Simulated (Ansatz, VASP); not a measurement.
**La2TeS: VASP beside Ansatz**

Aim: how closely do two programs agree when they are given the same cell, functional and k mesh? The cell is invented: Sites of the LaTe structure (space group 225) filled with other elements, volume scaled by an estimate. It may not be a known or stable phase.

Calculated with Ansatz 0.2.0; plane waves, with VASP 6.6.1 beside it; relaxation of cell and atoms at PBE.

### 1. Starting point

The structure is tetragonal, space group P4/mmm (No. 123). The conventional cell has a = 4.419 Å, b = 4.419 Å, c = 6.249 Å, α = 90.00°, β = 90.00°, γ = 90.00°. La has 2 S at 3.12 Å and 4 Te at 3.12 Å nearest. Nearest to La lie 2 Te at 3.12 Å and 4 S at 3.12 Å. Nearest to Te lie 6 La at 3.12 Å. Nearest to S lie 6 La at 3.12 Å. Sites of the LaTe structure (space group 225) filled with other elements, volume scaled by an estimate. Farther neighbours and most contacts between anions are not listed.

### 2. Ansatz: relaxation of cell and atoms, PBE

Ansatz runs on its default PAW (the set named soft_2) files.

The relaxed volume is the usual yardstick between codes: its relative difference is about their pressure difference at one cell divided by the bulk modulus.

Input file input.yaml:

```yaml
crystal:
  lattice:
    - [4.418739, 0.0, 0.0]
    - [0.0, 4.418739, 0.0]
    - [0.0, 0.0, 6.24904]
  atoms:
    - { symbol: La, position: [0.5, 0.5, 0.5] }
    - { symbol: La, position: [0.0, 0.0, 0.0] }
    - { symbol: Te, position: [0.0, 0.0, 0.5] }
    - { symbol: S, position: [0.5, 0.5, 0.0] }
hamiltonian:
  xc: pbe
  pseudopotentials: { kind: paw }
kpoints:
  mp_grid: { grid: [3, 3, 3] }
scf:
  occupations: { method: gaussian, width: 0.05 }
relax:
  f_tol: 0.01
  max_steps: 60
  cell: { stress_tol: 0.05 }
output:
  forces: true
  stress: true
```

Launch:

```bash
$ ansatz run input.yaml --threads 4 --pin off --max-ram 9216MiB --backend cpu --events-out ev --progress --plain --runs-dir out
```

Numbers of over 12 decimals in the logs are rounded to 6 here.

Output:

```text
Engine: ansatz 0.2.0, x86_64-unknown-linux-gnu
Pseudopotentials: kind: paw
Pseudopotential: La, paw, valence charge 11, recommended cutoff 420 eV (normal), La.paw.azcp
Pseudopotential: Te, paw, valence charge 16, recommended cutoff 420 eV (normal), Te.paw.azcp
Pseudopotential: S, paw, valence charge 6, recommended cutoff 420 eV (normal), S.paw.azcp
Functional definition: PBE
  parameter kappa = 0.804
  parameter beta = 0.066725
  exchange = pbe_x(kappa = kappa, mu = beta*pi^2/3)
  correlation = pbe_c(beta = beta)
Crystal: 4 atoms, lattice volume = 122.014 Å³
Basis set: ecut = 420 eV, 2429 PW (Γ), exchange–correlation on 60×60×90 points (8 copies of the dense FFT grid, shifted against one another)
Bands: 27, of which v1, the nominal top of the filled ones, is band 22 counted from 1 (21 counted from 0)
Symmetry: 16 space group operations
Space group: P4/mmm (ITA 123), of the structure as read, at distance tolerance 5.0e-5 Å
k-points: 6 of 27
Non-local potential: La, projectors of the file, l = 0: 3, l = 1: 2, l = 2: 2, l = 3: 3
Non-local potential: Te, projectors of the file, l = 0: 2, l = 1: 2, l = 2: 2, l = 3: 2
Non-local potential: S, projectors of the file, l = 0: 2, l = 1: 2, l = 2: 2
PAW form: soft (Blöchl's): semilocal exchange-correlation on the pseudo side does not see the compensation charge
PAW one-centre angular grid: La, 590 points (default); XC on 64 Gauss nodes
PAW one-centre angular grid: Te, 590 points (default); XC on 64 Gauss nodes
PAW one-centre angular grid: S, 110 points (default); XC on 64 Gauss nodes
Initial density: superposition of atomic densities (neutral atoms: chi_scale 0, normalization atom), corrected by the library's trained network
Initial wavefunctions: pseudopotential atomic-orbital guess
Functional: x = pbe(κ = 0.804, μ = 0.219515), c = pbe(β = 0.066725)
SCF iter   1: F=—  HF=-20389.088490 eV  |F-HF|=—  |Δ(HF+E_count)|=         —  Δρ=2.65e-3  dr2=1.02e-2  ethr=1.77e-3  ⟨swp⟩=7.5  Hψ=779  notcnv=0
preconditioner: auto → Kerker (q_TF=auto, 2.302 Å⁻¹)  [metal: Δε(μ)=0.055 eV  Ē_g=11.021 eV  σ=0.050 eV  W_gap=0.46  n_scr=28 (ndim 8)  ℏωp=18.4 eV  f_vac=0.000  D(μ)=6.32/eV (n_scr^D=58)]
SCF iter   2: F=—  HF=-20389.083686 eV  |F-HF|=—  |Δ(HF+E_count)|=   4.80e-3  Δρ=1.43e-3  dr2=3.67e-3  ethr=2.32e-5  ⟨swp⟩=3.0  Hψ=372  notcnv=0  defer=1
SCF iter   3: F=—  HF=-20389.083073 eV  |F-HF|=—  |Δ(HF+E_count)|=   6.13e-4  Δρ=4.39e-4  dr2=3.39e-4  ethr=8.34e-6  ⟨swp⟩=3.2  Hψ=318  notcnv=0  defer=1
SCF iter   4: F=—  HF=-20389.082973 eV  |F-HF|=—  |Δ(HF+E_count)|=   1.00e-4  Δρ=2.15e-4  dr2=1.12e-4  ethr=7.71e-7  ⟨swp⟩=2.0  Hψ=251  notcnv=0  defer=1
SCF iter   5: F=—  HF=-20389.082955 eV  |F-HF|=—  |Δ(HF+E_count)|=   1.87e-5  Δρ=6.45e-5  dr2=9.17e-6  ethr=2.54e-7  ⟨swp⟩=2.0  Hψ=294  notcnv=0  defer=1
SCF iter   6: F=—  HF=-20389.083090 eV  |F-HF|=—  |Δ(HF+E_count)|=   1.36e-4  Δρ=2.28e-5  dr2=1.12e-6  ethr=2.08e-8  ⟨swp⟩=2.0  Hψ=300  notcnv=0  defer=1
SCF iter   7: F=—  HF=-20389.083090 eV  |F-HF|=—  |Δ(HF+E_count)|=   7.39e-8  Δρ=7.95e-6  dr2=1.81e-7  ethr=2.55e-9  ⟨swp⟩=2.7  Hψ=273  notcnv=0  defer=1
SCF iter   8: F=-20389.083090 eV  HF=-20389.083090 eV  |F-HF|=1.43e-9  |Δ(HF+E_count)|=   2.53e-8  Δρ=2.90e-6  dr2=1.50e-8  ethr=2.27e-10  ⟨swp⟩=5.2  Hψ=631  notcnv=0
SCF 1 converged in 8 iterations: F = -20389.083090 eV  dr2 = 1.50e-8
  greatest PAW one-centre occupation: 0.998 electrons in one spin orbital (limit 2), on the Te atom at site 2 (counted from 0), in its partial waves of l = 2
relax step   1: F+E_penalty+E_count = -20389.08309017 eV  Δ(F+E_penalty+E_count) = +0.000e0 eV  max|allowed force component| = 2.169e-30 eV/Å  Δτ_max = 0.0000 Å  P = -0.430 GPa  Ω = 122.014 Å³  (8 SCF iters, dr2 threshold 1.00e-7 eV, accepted)
[...]
relax step   2: F+E_penalty+E_count = -20389.08614513 eV  Δ(F+E_penalty+E_count) = -3.055e-3 eV  max|allowed force component| = 2.367e-30 eV/Å  Δτ_max = 0.0000 Å  P = +0.419 GPa  Ω = 120.368 Å³  energy of the carried Pulay correction = +9.880e-5 eV  (6 SCF iters, dr2 threshold 4.00e-7 eV, accepted)
[...]
relax step   3: F+E_penalty+E_count = -20389.08712845 eV  Δ(F+E_penalty+E_count) = -9.833e-4 eV  max|allowed force component| = 1.726e-30 eV/Å  Δτ_max = 0.0000 Å  P = -0.003 GPa  Ω = 121.160 Å³  energy of the carried Pulay correction = +5.132e-5 eV  (5 SCF iters, dr2 threshold 4.00e-7 eV, accepted)
[...]
relax step   4: F+E_penalty+E_count = -20389.08706090 eV  Δ(F+E_penalty+E_count) = +6.755e-5 eV  max|allowed force component| = 5.423e-31 eV/Å  Δτ_max = 0.0000 Å  P = -0.002 GPa  Ω = 121.160 Å³  stress off target by 4.16e-2 GPa  SCF on the basis re-selected at this cell (its energy is not comparable with the rows above)  (6 SCF iters)
basis re-selected at this cell: Δ(F+E_penalty+E_count) = +6.755e-5 eV, ΔP = +0.000 GPa vs the last step (what re-selecting the basis moved, of the pressure what is left beyond the Pulay correction that the steps carried, after the strain that the cell walked since its last selection, with what the two solves' SCF thresholds leave and, on support functions, any second-order correction that the steps lacked; it is no m [...]
SCF converged after 6 iterations
Free energy (F): -20389.087061 eV
Harris-Foulkes:  -20389.087061 eV  (|F-HF|=0.00e0)
Internal energy: -20389.076633 eV  (E = F + TS)
E sigma→0 (E₀):  -20389.081847 eV
Entropy (-TS):   -0.010428 eV (-2.607 meV/atom)
Fermi energy:    11.346469 eV
--- Per-component energies (eV) ---
  E_band       = -321.301238
  E_kinetic    = 671.644193
  E_local      = -2244.408264  (includes V_loc(G=0)·N_el)
  E_nonlocal   = -87.686484
  E_hartree    = 1171.242593
  E_xc         = -500.679475
  E_vxc        = -487.718980  (∫ρ·V_xc dr)
  E_paw        = -16098.351007  (= ΣΔE_a)
  E_vpaw       = -515.616645  (= ΣTr[D̂ρ^β])
  E_aug_tail   = -0.000183  (compensation charges beyond the density's cutoff)
  E_ewald      = -3300.838006
  E_smearing   = -0.010428  (= −TS)
  E_closure    = -0.000000  (closes the sum)
  Σ components = -20389.087061   (vs F -20389.087061, Δ=0.00e0)
--- Forces (eV/Å), atoms counted from 1 ---
  atom   1  La     0.00000000     0.00000000     0.00000000
  atom   2  La     0.00000000     0.00000000     0.00000000
  atom   3  Te    -0.00000000     0.00000000     0.00000000
  atom   4  S      0.00000000     0.00000000     0.00000000
  max |Σ_I F_I| component: 3.94e-31 eV/Å
--- Stress (GPa, compression-positive) ---
       -0.024345       0.000000       0.000000
        0.000000      -0.024345       0.000000
        0.000000       0.000000       0.041589
  P = ⅓ Tr σ = -0.0024 GPa (-0.024 kbar)
--- Relaxed structure (3 steps of the walk, 3 accepted, 1 SCFs on fresh bases) ---
  F+E_penalty+E_count = -20389.08706090 eV   max|allowed force component| = 5.423e-31 eV/Å   (the final SCF, on the basis selected at the relaxed cell)
  cell:  # Å, volume = 121.1600 Å³
    - [4.394329, 0, 0.0]
    - [0, 4.394329, 0.0]
    - [0.0, 0.0, 6.274426]
  atoms:
    - { symbol: La, position: [0.5, 0.5, 0.500000] }
    - { symbol: La, position: [0, 0, 0.0] }
    - { symbol: Te, position: [0, 0, 0.500000] }
    - { symbol: S, position: [0.5, 0.5, 0.0] }
```

Wall time 2 s (4 threads of Intel Xeon Platinum 8375C at 2.90GHz (Ice Lake), shared host); peak memory 0.52 GiB.

### 3. VASP: relaxation of cell and atoms, PBE

The same cell, functional, mesh and smearing now go to VASP, with its own data sets and cutoff.

Lines of VASP's logs that name or quote its potential files are left out, and so is its time.

Input file INCAR:

```
SYSTEM = La2TeS
PREC = Accurate
ENCUT = 350
EDIFF = 1E-06
NELM = 120
ISMEAR = 0
SIGMA = 0.05
LREAL = .FALSE.
ALGO = Normal
GGA = PE
NBANDS = 23
LORBIT = 11
LWAVE = .FALSE.
LCHARG = .FALSE.
IBRION = 2
NSW = 40
ISIF = 3
EDIFFG = -0.02
POTIM = 0.4
```

Input file POSCAR:

```
La2TeS
1.0
    4.4187390000      0.0000000000      0.0000000000
    0.0000000000      4.4187390000      0.0000000000
    0.0000000000      0.0000000000      6.2490400000
La Te S
2 1 1
Direct
    0.5000000000      0.5000000000      0.5000000000
    0.0000000000      0.0000000000      0.0000000000
    0.0000000000      0.0000000000      0.5000000000
    0.5000000000      0.5000000000      0.0000000000
```

Input file KPOINTS:

```
Automatic mesh
0
Gamma
3 3 3
0 0 0
```

Potentials, in the order of the species: La, Te and S (PBE family, release 64).

Launch:

```bash
$ export OMP_NUM_THREADS=5
$ mpirun -np 1 vasp_std
```

Output:

```text
[banner, memory and clock lines left out]
running    1 mpi-ranks, on    1 nodes
 distrk:  each k-point on    1 cores,    1 groups
 distr:  one band on    1 cores,    1 groups
 Offloading initialized ...    1 GPUs detected
 POSCAR found type information on POSCAR LaTeS
 POSCAR found :  3 types and       4 ions
 LDA part: xc-table for (Slater+PW92), standard interpolation
 POSCAR, INCAR and KPOINTS ok, starting setup
 FFT: planning ... GRIDC
 FFT: planning ... GRID_SOFT
 FFT: planning ... GRID
 WAVECAR not read
 entering main loop
       N       E                     dE             d eps       ncg     rms          rms(c)
DAV:   1     0.327345891903E+03    0.32735E+03   -0.94674E+03   276   0.138E+03
DAV:   2     0.304392779682E+02   -0.29691E+03   -0.29033E+03   420   0.296E+02
DAV:   3    -0.195815578923E+02   -0.50021E+02   -0.49224E+02   438   0.154E+02
DAV:   4    -0.236103612269E+02   -0.40288E+01   -0.40096E+01   496   0.394E+01
DAV:   5    -0.240505261317E+02   -0.44016E+00   -0.43653E+00   448   0.134E+01    0.578E+00
DAV:   6    -0.238837796024E+02    0.16675E+00   -0.13973E+00   488   0.723E+00    0.374E+00
DAV:   7    -0.238998187703E+02   -0.16039E-01   -0.43353E-01   456   0.441E+00    0.173E+00
DAV:   8    -0.239019492040E+02   -0.21304E-02   -0.71537E-02   512   0.225E+00    0.440E-01
DAV:   9    -0.239024123195E+02   -0.46312E-03   -0.93809E-03   432   0.674E-01    0.205E-01
DAV:  10    -0.239024497843E+02   -0.37465E-04   -0.17541E-03   520   0.342E-01    0.930E-02
DAV:  11    -0.239024910662E+02   -0.41282E-04   -0.46136E-04   448   0.156E-01    0.294E-02
DAV:  12    -0.239024818309E+02    0.92353E-05   -0.99838E-05   528   0.753E-02    0.173E-02
DAV:  13    -0.239024835278E+02   -0.16968E-05   -0.13520E-05   352   0.190E-02    0.582E-03
DAV:  14    -0.239024834463E+02    0.81481E-07   -0.37155E-06   320   0.147E-02
   1 F= -.23902483E+02 E0= -.23897970E+02  d E =-.239025E+02
[...]
2 F= -.23907296E+02 E0= -.23902552E+02  d E =-.481217E-02
[...]
3 F= -.23907333E+02 E0= -.23902627E+02  d E =-.484988E-02
 curvature:  -0.45 expect dE=-0.343E-03 dE for cont linesearch -0.479E-06
 trial: gam= 0.08528 g(F)=  0.000E+00 g(S)=  0.758E-03 ort =-0.103E-03 (trialstep = 0.985E+00)
 search vector abs. value=  0.814E-03
 bond charge predicted
       N       E                     dE             d eps       ncg     rms          rms(c)
DAV:   1    -0.239110300985E+02   -0.36964E-02   -0.10708E-01   496   0.457E+00    0.276E-01
DAV:   2    -0.239081638378E+02    0.28663E-02   -0.72838E-03   480   0.822E-01    0.994E-02
DAV:   3    -0.239077136278E+02    0.45021E-03   -0.13230E-03   496   0.341E-01    0.383E-02
DAV:   4    -0.239076806543E+02    0.32973E-04   -0.13737E-04   512   0.880E-02    0.270E-02
DAV:   5    -0.239076742494E+02    0.64050E-05   -0.12858E-05   480   0.273E-02    0.982E-03
DAV:   6    -0.239076725248E+02    0.17246E-05   -0.23741E-06   272   0.158E-02    0.208E-03
DAV:   7    -0.239076725310E+02   -0.61918E-08   -0.65730E-07   264   0.161E-02
   4 F= -.23907673E+02 E0= -.23902654E+02  d E =-.339201E-03
 trial-energy change:   -0.000339  1 .order   -0.000349   -0.000738    0.000039
 step:   0.9311(harm=  0.9350)  dis= 0.00000  next Energy=   -23.907674 (dE=-0.340E-03)
 reached required accuracy - stopping structural energy minimisation
```

From OUTCAR (step 3):

```text
ion  position               nearest neighbor table
   1  0.500  0.500  0.500-   4 3.12   4 3.12   3 3.12   3 3.12   3 3.12   3 3.12
   2  0.000  0.000  0.000-   3 3.12   3 3.12   4 3.12   4 3.12   4 3.12   4 3.12
   3  0.000  0.000  0.500-   2 3.12   2 3.12   1 3.12   1 3.12   1 3.12   1 3.12
   4  0.500  0.500  0.000-   1 3.12   1 3.12   2 3.12   2 3.12   2 3.12   2 3.12

  LATTYP: Found a simple tetragonal cell.
 ALAT       =     4.4187390000
 C/A-ratio  =     1.4142134215

 Subroutine GETGRP returns: Found 16 space group operations
 (whereof 16 operations were pure point group operations)

The static configuration has the point symmetry D_4h.

 Found      6 irreducible k-points:

   k-points           NKPTS =      6   k-points in BZ     NKDIM =      6   number of bands    NBANDS=     23

   dimension x,y,z NGX =    28 NGY =   28 NGZ =   40
   dimension x,y,z NGXF=    56 NGYF=   56 NGZF=   80

   ENCUT  =  350.0 eV  25.72 Ry    5.07 a.u.   6.74  6.74  9.53*2*pi/ulx,y,z

   NELECT =      34.0000    total number of electrons

 k-points in reciprocal lattice and weights: Automatic mesh
   0.00000000  0.00000000  0.00000000       0.037
   0.33333333  0.00000000  0.00000000       0.148
   0.33333333  0.33333333  0.00000000       0.148
   0.00000000  0.00000000  0.33333333       0.074
   0.33333333  0.00000000  0.33333333       0.296
   0.33333333  0.33333333  0.33333333       0.296

 average (electrostatic) potential at core
       1 -96.4455       2 -96.6374       3 -86.8717       4 -83.9793

 E-fermi :   8.4594

 k-point     1 :       0.0000    0.0000    0.0000
  band No.  band energies     occupation
    ...
     16       5.7451      2.00000
     17       6.5779      2.00000
     18       8.3793      1.97654
     19       8.4094      1.84290
     20       8.4094      1.84290
     21       9.0821      0.00000
     22       9.1057      0.00000
     23       9.3761      0.00000

 k-point     2 :       0.3333    0.0000    0.0000
  band No.  band energies     occupation
    ...
     13       4.4114      2.00000
     14       4.4646      2.00000
     15       4.5624      2.00000
     16       5.0465      2.00000
     17       8.4578      1.03624
     18       8.4961      0.29900
     19       8.8710      0.00000
     20       9.3484      0.00000
     21       9.3662      0.00000
     22       9.4134      0.00000
    ...

 k-point     3 :       0.3333    0.3333    0.0000
  band No.  band energies     occupation
    ...
     14       4.7765      2.00000
     15       5.2548      2.00000
     16       5.2671      2.00000
     17       6.9522      2.00000
     18       7.8678      2.00000
     19       9.3230      0.00000
     20       9.5222      0.00000
     21       9.5484      0.00000
     22       9.6004      0.00000
     23       9.6385      0.00000

  Total        0.0234905      0.0234905     -0.0096946      0.0000000      0.0000000      0.0000000
  in kB        0.3113873      0.3113873     -0.1285108      0.0000000      0.0000000      0.0000000
  external PRESSURE =       0.1647546 kB  Pullay stress =       0.0000000 kB

  energy-cutoff  :      350.00
  volume of cell :      120.87
      direct lattice vectors                 reciprocal lattice vectors
     4.389315050  0.000000000  0.000000000     0.227825979  0.000000000 -0.000000000
     0.000000000  4.389315050  0.000000000     0.000000000  0.227825979 -0.000000000
     0.000000000  0.000000000  6.273475849     0.000000000 -0.000000000  0.159401267

 POSITION                                       TOTAL-FORCE (eV/Angst)
 -----------------------------------------------------------------------------------
      2.19466      2.19466      3.13674         0.000000      0.000000      0.000000
      0.00000      0.00000      0.00000        -0.000000      0.000000      0.000000
      0.00000      0.00000      3.13674        -0.000000      0.000000      0.000000
      2.19466      2.19466      0.00000        -0.000000      0.000000      0.000000
 -----------------------------------------------------------------------------------
    total drift:                                0.000000      0.000000      0.000000

  FREE ENERGIE OF THE ION-ELECTRON SYSTEM (eV)
  ---------------------------------------------------
  free  energy   TOTEN  =       -23.9076725310 eV

  energy  without entropy=      -23.8976347216  energy(sigma->0) =      -23.90265363

 reached required accuracy - stopping structural energy minimisation

 total charge
# of ion       s       p       d       f       tot
--------------------------------------------------
    1        2.004   5.642   0.748   0.174   8.569
    2        1.998   5.642   0.677   0.169   8.486
    3        1.343   2.180   0.048   0.000   3.571
    4        1.319   2.373   0.000   0.000   3.692
--------------------------------------------------
tot          6.663  15.838   1.473   0.343  24.318

[... 3 further parts left out ...]
```

CONTCAR:

```
La2TeS
    1.000000000000000
     4.3893150496400111    0.0000000000000000    0.0000000000000000
     0.0000000000000000    4.3893150496400111    0.0000000000000000
     0.0000000000000000    0.0000000000000000    6.2734758486488511
  La              Te              S
     2     1     1
Direct
     0.5000000000000000    0.5000000000000000    0.5000000000000000
     0.0000000000000000    0.0000000000000000    0.0000000000000000
     0.0000000000000000    0.0000000000000000    0.5000000000000000
     0.5000000000000000    0.5000000000000000    0.0000000000000000
```

The run keeps the 16 symmetry operations of its start, so it cannot find a distortion of lower symmetry.

### 4. Side by side

Known differences besides the potentials themselves: both relaxations stop at a tolerance, which leaves soft axes loose, and VASP keeps its plane-wave basis; the data sets hold 44 valence electrons in Ansatz (default PAW (the set named soft_2) files) and 34 in VASP; the cutoff is 420 eV in Ansatz and 350 eV in VASP; VASP leaves aspherical gradient terms in its spheres out (LASPH is not set), Ansatz keeps them; Ansatz adds a Pulay correction to the stress that steers its cell, VASP none. Total energies have different zeros and are not compared.

Compared:

| quantity | Ansatz | VASP | difference |
| --- | --- | --- | --- |
| volume (Å³) | 121.16 | 120.87 | +0.24 % |
| edge a after relaxation, in the typed setting (Å) | 4.394 | 4.389 | +0.11 % |
| edge c after relaxation, in the typed setting (Å) | 6.274 | 6.274 | +0.01 % |

The walks stopped with 0.00 GPa left in Ansatz and 0.02 GPa in VASP; each walk ends within a tolerance, so the volume difference is uncertain by about these residues over the bulk modulus, most in soft cells.

### 5. What came out

```
difference in volume (relaxation of cell and atoms, PBE) : 0.24 %
```

The difference in volume is 0.24 % (relaxation of cell and atoms, PBE), within the 1.2 % picked in this series as the mark of a large difference, as far as the stopping tolerances let one tell. How closely two codes agree says nothing of how well the functional describes the real material.

[Lines on the potential files, build, host, timing and source positions are cut from VASP's logs without a mark.]

[Logs are printed without paths, hosts, clocks, repeated set-up lines and the standing remarks that a program may print on its own settings, such as how far it seeks lower states.]

[Hosts, paths, dates, database ids (printed as entryN), source tags and the programs' standing remarks are cut or masked in the printed files.]
